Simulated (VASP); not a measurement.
Energy against volume of FePt (L1_0). Calculation: vdW-DF2, VASP's PBE PAW potentials (set 64) (plane waves; VASP 6.6.1). Settings: 520 eV cut-off, 13×13×10 Γ-centred mesh, first-order Methfessel-Paxton smearing of 0.10 eV, potentials Fe Pt.

Shape and ions are relaxed at each volume.

```tsv
V (Å³/atom)	E (eV/atom)
14.768	-3.95121
15.225	-3.95836
15.682	-3.95157
16.138	-3.93335
```

### Question
Fit these four points and predict the energy of the run at 14.311 Å³/atom.

### Answer
A cubic in V^(−2/3), the third-order Birch-Murnaghan form, passes through the four points with V0 = 15.22 Å³/atom and B0 = 163 GPa, and gives -3.9272 eV/atom there. The run gave -3.9276 eV/atom, -0.4 meV/atom from the fit; all five points give B0 = 162 GPa.

The compound is FePt in the L1_0 structure. It was relaxed first, which changed the volume by +11 %.
